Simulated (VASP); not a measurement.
SnGe7:

```
Sn Ge
1.0
     0.00000    5.75893   -5.75893
     5.75893    5.75893    0.00000
     5.75893    0.00000   -5.75893
Sn Ge
2 14
Direct
  0.50000 0.00000 0.50000
  0.50000 0.50000 0.50000
  0.00000 0.00000 0.50000
  0.00000 0.50000 0.50000
  0.50000 0.00000 0.00000
  0.50000 0.50000 0.00000
  0.00000 0.00000 0.00000
  0.00000 0.50000 0.00000
  0.37500 0.37500 0.37500
  0.37500 0.87500 0.37500
  0.87500 0.37500 0.37500
  0.87500 0.87500 0.37500
  0.37500 0.37500 0.87500
  0.37500 0.87500 0.87500
  0.87500 0.37500 0.87500
  0.87500 0.87500 0.87500
```

The cell was built by a generator and needn't be a form met in nature.

- Program: VASP 6.6.1
- Task: relaxation of cell and atoms
- Functional: PBEsol
- Potentials or basis: VASP PAW PBE potentials, release 64 (Sn_d, Ge_d)
- Cutoff: 600 eV
- k mesh: 6 × 6 × 6
- Occupations: gaussian, width 0.03 eV
- Spin: no spin polarisation

At the start: pressure 1.6 GPa; volume 23.87 Å³/atom.

How do energy, volume and symmetry change on relaxing?

Over 10 steps the energy falls by 26.8 meV/atom and the volume is 24.28 Å³/atom (+1.7 %); space group Amm2 (No. 38, to 0.05 Å).

Step by step:
```
step  energy change (eV)  largest force (eV/Å)  pressure (GPa)  volume (Å³)
   1              0.0000                1.5541            1.64       381.99
   2             -0.3752                0.4296           -1.02       395.68
   3             -0.3772                0.3497           -1.17       396.80
   4             -0.4268                0.0586            0.02       388.13
   5             -0.4269                0.0574            0.06       388.24
   6             -0.4269                0.0551            0.03       388.49
   7             -0.4280                0.0374            0.01       388.54
   8             -0.4280                0.0336           -0.02       388.56
   9             -0.4284                0.0119            0.00       388.41
  10             -0.4284                0.0094            0.03       388.41
```

Final structure:
```xyz
16
Lattice="-0.0041 5.7875 -5.7981 5.7833 5.7833 0.0000 5.7875 -0.0041 -5.7981" Properties=species:S:1:pos:R:3 pbc="T T T"
Sn    8.6750    8.6750   -5.8032
Sn    5.7833    5.7833   -5.8032
Ge    2.8914    0.0002   -2.8977
Ge    5.7831    2.8919   -2.8977
Ge    0.0002    2.8914   -2.8977
Ge    2.8919    5.7831   -2.8977
Ge    5.7833    5.7833   -0.0053
Ge    2.8917    2.8917   -0.0053
Ge    4.3375    4.3375   -4.2379
Ge    7.2292    7.2292   -4.2379
Ge    4.2822    7.2844   -7.2968
Ge    7.1739   10.1761   -7.2968
Ge    7.2844    4.2822   -7.2968
Ge   10.1761    7.1739   -7.2968
Ge    7.2292    7.2292  -10.1512
Ge   10.1208   10.1208  -10.1512
```

Caveat: the PAW data sets were made with another functional, which shifts forces and pressure a little.
